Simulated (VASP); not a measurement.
All values below come from revPBE GGA, VASP's PBE PAW potentials (set 64) (plane waves; VASP).

VASP ran on this input.

INCAR:
```
EDIFFG=-0.01
IBRION=2   ! conjugate gradients
SIGMA=0.1
ENCUT=520   ! plane-wave cut-off (eV)
PREC=Accurate
SYSTEM=FePt
LORBIT=10
ISPIN=2   ! spin-polarised
LCHARG=.False.
GGA=RE   ! revPBE
ALGO=Normal
LASPH=.True.   ! aspherical one-centre terms
NELM=100
LWAVE=.False.
LMAXMIX=6
MAGMOM=3.0 0.3
EDIFF=1E-7   ! SCF stop (eV)
NSW=30   ! most ionic steps
LREAL=.False.
ISMEAR=1   ! Methfessel-Paxton
ISIF=4
```

**POSCAR**
```
FePt
1
    2.7201719424     0.0000000000     0.0000000000
    0.0000000000     2.7201719424     0.0000000000
    0.0000000000     0.0000000000     3.7364436779
Fe Pt
1 1
Direct
  0.0000000000   0.0000000000   0.0000000000
  0.5000000000   0.5000000000   0.5000000000
```

KPOINTS:
```
Automatic mesh
0
Gamma
13 13 10
0 0 0
```

POTCAR, in this order: Fe Pt (PBE.64 set). Program: vasp_std.

Unless said otherwise, spin-orbit coupling is left out, though it shifts the bands of the heavy elements here.

Q: Estimate the energy per atom (σ→0), cell moment, band gap (on the k-mesh).

A: 
```json
{
  "energy per atom (σ→0)": "-6.967 eV/atom",
  "cell_moment": "3.27 μB",
  "band gap (on the k-mesh)": "none (metal, semimetal or under 0.01 eV)"
}
```

OSZICAR:
```
...
DAV:   1    -0.139337832101E+02   -0.39244E-03   -0.21080E-02 11312   0.118E+00    0.130E-01
DAV:   2    -0.139337078271E+02    0.75383E-04   -0.11706E-03 13535   0.840E-01    0.185E-01
DAV:   3    -0.139335039935E+02    0.20383E-03   -0.63192E-04 12926   0.689E-01    0.655E-02
DAV:   4    -0.139334569291E+02    0.47064E-04   -0.78279E-05 13248   0.967E-02    0.269E-02
DAV:   5    -0.139334546424E+02    0.22866E-05   -0.77751E-06 14288   0.559E-02    0.901E-03
DAV:   6    -0.139334542433E+02    0.39913E-06   -0.54137E-07 11301   0.732E-03    0.416E-03
DAV:   7    -0.139334541948E+02    0.48539E-07   -0.11073E-07  7439   0.461E-03
   3 F= -.13933454E+02 E0= -.13933378E+02  d E =-.592121E-03  mag=     3.2668
```

The compound is FePt in the L1_0 structure. This cell is one point of a volume scan, at 0.97 of the reference volume. Symmetry was kept, so distortions that lower it aren't found.
